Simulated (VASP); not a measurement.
The system is Sn2C.

```xyz
6
Lattice="3.6000 0.0000 0.0000 0.0000 3.6000 0.0000 0.0000 0.0000 10.1000" Properties=species:S:1:pos:R:3 pbc="T T T"
Sn    1.8000    0.0000    8.8375
Sn    0.0000    1.8000    1.2625
Sn    1.8000    0.0000    3.7875
Sn    0.0000    1.8000    6.3125
C     0.0000    0.0000    0.0000
C     1.8000    1.8000    5.0500
```

The cell was built by a generator and needn't be a form met in nature.

```yaml
Program: VASP 6.6.1
Task: relaxation of cell and atoms
Functional: PBE
Potentials_or_basis: VASP PAW PBE potentials, release 64 (Sn_d, C)
Cutoff: 520 eV
k_mesh: 5 × 5 × 2
Occupations: gaussian, width 0.15 eV
Spin: no spin polarisation
```

At the start: pressure -0.1 GPa; volume 21.82 Å³/atom.

Task: Where does the relaxation end?

Result: Over 8 steps the energy falls by 28.9 meV/atom and the volume is 21.04 Å³/atom (-3.5 %); space group P4_2/nmc (No. 137, to 0.05 Å).

The path:
```
step  energy change (eV)  largest force (eV/Å)  pressure (GPa)  volume (Å³)
   1              0.0000                0.7942           -0.08       130.90
   2             -0.1447                0.0981           -1.45       130.64
   3             -0.1479                0.0015           -1.76       130.59
   4             -0.1671                0.1353            0.79       125.98
   5             -0.1684                0.1476           -0.28       127.07
   6             -0.1684                0.0949            0.02       126.78
   7             -0.1684                0.1450           -0.10       126.85
   8             -0.1732                0.0654           -0.01       126.25
```

Final structure:
```yaml
crystal:
  lattice:
    - [3.50272, 0.00000, 0.00000]
    - [0.00000, 3.50272, 0.00000]
    - [0.00000, 0.00000, 10.29049]
  atoms:
    - { symbol: Sn, position: [0.50000, 0.00000, 0.86944] }
    - { symbol: Sn, position: [0.00000, 0.50000, 0.13056] }
    - { symbol: Sn, position: [0.50000, 0.00000, 0.36944] }
    - { symbol: Sn, position: [0.00000, 0.50000, 0.63056] }
    - { symbol: C, position: [0.00000, 0.00000, 0.00000] }
    - { symbol: C, position: [0.50000, 0.50000, 0.50000] }
```
